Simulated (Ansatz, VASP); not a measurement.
# Cross-check of BaTiO3 between VASP and Ansatz, part 2 of 2

One calculation is typed for both programs; each brings its own data sets and cutoff. How far apart do they land?

VASP 6.6.1 and Ansatz 0.2.0.

So far: The structure; VASP: dielectric response, LDA.

### Step 3. Ansatz: dielectric response, LDA

Level of this step: Ansatz beside VASP: Kohn-Sham DFT, plane waves, LDA (Ansatz).

Ansatz runs on its default PAW (the set named soft_2) files.

The same cell, functional (in two slightly different forms) and mesh now go to Ansatz, which takes its cutoff from its data sets.

input.yaml

```yaml
crystal:
  lattice:
    - [4.0073, 0.0, 0.0]
    - [0.0, 4.0073, 0.0]
    - [0.0, 0.0, 4.0073]
  atoms:
    - { symbol: Ba, position: [0.5, 0.5, 0.5] }
    - { symbol: Ti, position: [0.0, 0.0, 0.0] }
    - { symbol: O, position: [0.5, 0.0, 0.0] }
    - { symbol: O, position: [0.0, 0.5, 0.0] }
    - { symbol: O, position: [0.0, 0.0, 0.5] }
hamiltonian:
  xc: lda
  pseudopotentials: { kind: paw }
kpoints:
  mp_grid: { grid: [8, 8, 8] }
scf:
  occupations: { method: fixed }
dielectric:
  method: response
```

The run is started by

```console
$ ansatz run input.yaml --threads 2 --pin off --max-ram 4608MiB --backend cpu --events-out ev --progress --plain --runs-dir out
```

Numbers of over 12 decimals in the logs are rounded to 6 here.

Log:

```text
Engine: ansatz 0.2.0, aarch64-unknown-linux-gnu
Pseudopotentials: kind: paw
Pseudopotential: Ba, paw, valence charge 10, recommended cutoff 420 eV (normal), Ba.paw.azcp
Pseudopotential: Ti, paw, valence charge 12, recommended cutoff 420 eV (normal), Ti.paw.azcp
Pseudopotential: O, paw, valence charge 6, recommended cutoff 420 eV (normal), O.paw.azcp
Functional definition: SPW92
  exchange = slater_x
  correlation = pw_c
Crystal: 5 atoms, lattice volume = 64.351 Å³
Basis set: ecut = 420 eV, 1237 PW (Γ), exchange–correlation on 54×54×54 points (8 copies of the dense FFT grid, shifted against one another)
Bands: 25, of which v1, the nominal top of the filled ones, is band 20 counted from 1 (19 counted from 0)
Symmetry: 48 space group operations
k-points: 75 of 512 (irreducible under 8 space group operations, time reversal used)
Non-local potential: Ba, projectors of the file, l = 0: 3, l = 1: 2, l = 2: 2, l = 3: 2
Non-local potential: Ti, projectors of the file, l = 0: 3, l = 1: 2, l = 2: 3, l = 3: 1
Non-local potential: O, projectors of the file, l = 0: 2, l = 1: 2, l = 2: 1
PAW form: soft (Blöchl's): semilocal exchange-correlation on the pseudo side does not see the compensation charge
PAW frozen core: Ba, regenerated for the run's functional, and the local potential with it (the file was generated under x = pbe(κ = 0.804, μ = 0.219515), c = pbe(β = 0.066725))
PAW frozen core: Ti, regenerated for the run's functional, and the local potential with it (the file was generated under x = pbe(κ = 0.804, μ = 0.219515), c = pbe(β = 0.066725))
PAW frozen core: O, regenerated for the run's functional, and the local potential with it (the file was generated under x = pbe(κ = 0.804, μ = 0.219515), c = pbe(β = 0.066725))
PAW one-centre angular grid: Ba, 194 points (default); XC on 64 Gauss nodes
PAW one-centre angular grid: Ti, 590 points (default); XC on 64 Gauss nodes
PAW one-centre angular grid: O, 110 points (default); XC on 64 Gauss nodes
Initial density: superposition of atomic densities (neutral atoms: chi_scale 0, normalization atom), corrected by the library's trained network
Initial wavefunctions: pseudopotential atomic-orbital guess
Functional: x = slater, c = lda
SCF iter   1: F=—  HF=-9904.434836 eV  |F-HF|=—  |Δ(HF+E_count)|=         —  Δρ=1.92e-2  dr2=2.33e-1  ethr=1.77e-3  ⟨swp⟩=4.3  Hψ=7896  notcnv=0  defer=158
preconditioner: auto → Resta (q_TF=auto, 2.520 Å⁻¹)  ε∞=6.1  [insulator: Δε(μ)=1.461 eV  Ē_g=11.644 eV  n_scr=18 (ndim 8)  ℏωp=26.2 eV  f_vac=0.000  ε∞_Penn≈6.1]
SCF iter   2: F=—  HF=-9904.402550 eV  |F-HF|=—  |Δ(HF+E_count)|=   3.23e-2  Δρ=1.15e-2  dr2=7.39e-2  ethr=5.83e-4  ⟨swp⟩=2.1  Hψ=3387  notcnv=0  defer=157
SCF iter   3: F=—  HF=-9904.389254 eV  |F-HF|=—  |Δ(HF+E_count)|=   1.33e-2  Δρ=2.90e-3  dr2=3.67e-3  ethr=1.85e-4  ⟨swp⟩=2.5  Hψ=2752  notcnv=0  defer=185
SCF iter   4: F=—  HF=-9904.388339 eV  |F-HF|=—  |Δ(HF+E_count)|=   9.15e-4  Δρ=7.61e-4  dr2=2.60e-4  ethr=9.18e-6  ⟨swp⟩=2.4  Hψ=3508  notcnv=0  defer=200
SCF iter   5: F=—  HF=-9904.388302 eV  |F-HF|=—  |Δ(HF+E_count)|=   3.72e-5  Δρ=1.76e-4  dr2=2.25e-5  ethr=6.49e-7  ⟨swp⟩=2.0  Hψ=2698  notcnv=0  defer=212
SCF iter   6: F=—  HF=-9904.388295 eV  |F-HF|=—  |Δ(HF+E_count)|=   6.62e-6  Δρ=5.20e-5  dr2=1.83e-6  ethr=5.64e-8  ⟨swp⟩=2.0  Hψ=2936  notcnv=0  defer=77
SCF iter   7: F=—  HF=-9904.388294 eV  |F-HF|=—  |Δ(HF+E_count)|=   1.36e-6  Δρ=1.64e-5  dr2=1.75e-7  ethr=4.58e-9  ⟨swp⟩=1.8  Hψ=2073  notcnv=0  defer=75
SCF iter   8: F=—  HF=-9904.388294 eV  |F-HF|=—  |Δ(HF+E_count)|=   2.65e-8  Δρ=1.01e-6  dr2=8.93e-10  ethr=4.37e-10  ⟨swp⟩=2.0  Hψ=2854  notcnv=0  defer=75
SCF iter   9: F=-9904.388294 eV  HF=-9904.388294 eV  |F-HF|=1.82e-11  |Δ(HF+E_count)|=  5.28e-11  Δρ=2.60e-7  dr2=3.72e-11  ethr=1.00e-12  ⟨swp⟩=9.7  Hψ=8548  notcnv=0
SCF 1 converged in 9 iterations: F = -9904.388294 eV  dr2 = 3.72e-11
  greatest PAW one-centre occupation: 0.999 electrons in one spin orbital (limit 2), on the Ti atom at site 1 (counted from 0), in its partial waves of l = 0
DFPT response loops at Γ: preconditioner auto → none (the input reference at scf.mixing.eps_inf says where Resta's filter doesn't serve); β = 0.50; Broyden in place of MSR1
── the response to a field inside a basis, on 8×8×8 k-points: an SCF that follows is theirs, and a resumed run solves both again ──
Bands: 21, of which v1, the nominal top of the filled ones, is band 20 counted from 1 (19 counted from 0)
k-points: 20 of 512
Initial density: handed on by an earlier stage of this run
Initial wavefunctions: pseudopotential atomic-orbital guess (no wavefunctions were taken with the density)
Eigensolver: Dense (20 Hₖ)
SCF iter   1: F=—  HF=-9904.389998 eV  |F-HF|=—  |Δ(HF+E_count)|=         —  Δρ=6.33e-4  dr2=4.84e-5  ethr=1.00e-1
preconditioner: auto → Resta (q_TF=auto, 2.520 Å⁻¹)  ε∞=7.4  [insulator: Δε(μ)=1.912 eV  Ē_g=10.379 eV  n_scr=18 (ndim 8)  ℏωp=26.2 eV  f_vac=0.000  ε∞_Penn≈7.4]
SCF iter   2: F=—  HF=-9904.389981 eV  |F-HF|=—  |Δ(HF+E_count)|=   1.62e-5  Δρ=2.86e-4  dr2=2.10e-5  ethr=1.21e-7
SCF iter   3: F=—  HF=-9904.389978 eV  |F-HF|=—  |Δ(HF+E_count)|=   2.98e-6  Δρ=1.62e-4  dr2=6.63e-6  ethr=5.24e-8
SCF iter   4: F=—  HF=-9904.389977 eV  |F-HF|=—  |Δ(HF+E_count)|=   1.37e-6  Δρ=2.86e-5  dr2=2.87e-7  ethr=1.66e-8
SCF iter   5: F=-9904.389977 eV  HF=-9904.389977 eV  |F-HF|=7.42e-9  |Δ(HF+E_count)|=   7.14e-8  Δρ=3.73e-6  dr2=1.17e-8  ethr=7.17e-10
SCF 1 converged in 5 iterations: F = -9904.389977 eV  dr2 = 1.17e-8
DFPT response loops at Γ: mixed as the last ones told, above
SCF converged after 9 iterations
Free energy (F): -9904.388294 eV
Harris-Foulkes:  -9904.388294 eV  (|F-HF|=1.82e-11)
Internal energy: -9904.388294 eV  (E = F + TS)
E sigma→0 (E₀):  -9904.388294 eV
Fermi energy:    9.870205 eV
--- Per-component energies (eV) ---
  E_band       = -152.305965
  E_kinetic    = 963.886978
  E_local      = -2101.924921  (includes V_loc(G=0)·N_el)
  E_nonlocal   = 215.821445
  E_hartree    = 813.434993
  E_xc         = -484.622512
  E_vxc        = -541.812381  (∫ρ·V_xc dr)
  E_paw        = -6494.399043  (= ΣΔE_a)
  E_vpaw       = -315.154409  (= ΣTr[D̂ρ^β])
  E_aug_tail   = 0.007427  (compensation charges beyond the density's cutoff)
  E_ewald      = -2817.491890
  E_core_change = 0.899230  (= ΣΔE_core)
  E_smearing   = -0.000000  (= −TS)
  E_closure    = -0.000000  (closes the sum)
  Σ components = -9904.388294   (vs F -9904.388294, Δ=0.00e0)
--- Band table (eV; the first three rows and the last of 75) ---
  k-point 0: bands = [... 16 lower, 8.7490, 9.7646, 9.7646, 9.7646, 11.5886, 11.5886, 11.5886, 13.8531, ... 1 higher]
  k-point 1: bands = [... 16 lower, 8.6152, 9.3687, 9.6465, 9.6465, 11.6072, 11.9126, 11.9126, 13.8543, ... 1 higher]
  k-point 2: bands = [... 16 lower, 8.3251, 8.6609, 9.4316, 9.4316, 11.6528, 12.5637, 12.5637, 13.8564, ... 1 higher]
  k-point 74: bands = [... 16 lower, 7.5209, 9.8702, 9.8702, 9.8702, 14.0383, 14.0383, 14.0383, 16.6364, ... 1 higher]
--- Dielectric response (ions clamped): 3 representative field directions + reference, inside a basis on a mesh of 512 k-points (Σ response iterations 15) ---
  ε∞ (high-frequency dielectric tensor):
        6.807784     0.000000     0.000000
        0.000000     6.807784     0.000000
        0.000000     0.000000     6.807784
  Born effective charges Z* (e; rows j = field, columns β = displacement):
    site 0:
         2.74275    0.00000   -0.00000
        -0.00000    2.74275    0.00000
         0.00000    0.00000    2.74275
    site 1:
         7.38771    0.00000    0.00000
        -0.00000    7.38771   -0.00000
        -0.00000    0.00000    7.38771
    site 2:
        -5.83858   -0.00000   -0.00000
         0.00000   -2.14594    0.00000
         0.00000    0.00000   -2.14594
    site 3:
        -2.14594   -0.00000   -0.00000
         0.00000   -5.83858    0.00000
         0.00000    0.00000   -2.14594
    site 4:
        -2.14594    0.00000   -0.00000
        -0.00000   -2.14594    0.00000
         0.00000    0.00000   -5.83858
  Z* charge neutrality: 3.345e-3 e pre-enforcement
  solved inside a basis spanned on kpoints, on 8×8×8 k-points, its susceptibility summed on 12×12×12: ε∞ is read to err by 2.1e-2, Z* by 3.1e-2 e (field_mesh: kpoints solves on kpoints); Z* is corrected for what the basis lacks
```

It took 70 s on 2 threads of Arm Neoverse N1, shared host; peak memory 0.74 GiB; 2.3 min of CPU time.

The column dr2 measures how far the density is from self-consistency, as an energy; F and HF (Harris–Foulkes) agree once it is small.

### Step 4. Side by side

Known differences besides the PAW data sets themselves: the two LDA forms differ slightly; VASP's response is taken on the typed mesh, Ansatz refines its own for the field response alone; the cutoff is 420 eV in Ansatz and 520 eV in VASP; Ansatz makes its cores anew for this functional, VASP keeps those of its LDA data sets. Total energies have different zeros and are not compared.

The two programs side by side:

| quantity | Ansatz | VASP | difference |
| --- | --- | --- | --- |
| ε∞ xx | 6.81 | 6.86 | -0.70 % |
| ε∞ yy | 6.81 | 6.86 | -0.70 % |
| ε∞ zz | 6.81 | 6.86 | -0.70 % |
| Born charge of Ba1 (mean of the diagonal) (e) | 2.74 | 2.74 | 0.00 |
| Born charge of Ti2 (mean of the diagonal) (e) | 7.39 | 7.42 | -0.04 |
| Born charge of O3 (mean of the diagonal) (e) | -3.38 | -3.39 | +0.01 |

### Step 5. Results

- difference in ε∞ xx (dielectric response, LDA): -0.70 %

**Reading.** The difference in ε∞ xx is -0.70 % (dielectric response, LDA), within the 5 % picked in this series as the mark of a large difference. Differences of this kind measure data sets and numerical settings, not the functional's error against experiment.

[Lines on the potential files, build, host, timing and source positions are cut from VASP's logs without a mark.]

[Logs are printed without paths, hosts, clocks, repeated set-up lines and the standing remarks that a program may print on its own settings, such as how far it seeks lower states.]

[Hosts, paths, dates, database ids (printed as entryN), source tags and the programs' standing remarks are cut or masked in the printed files.]
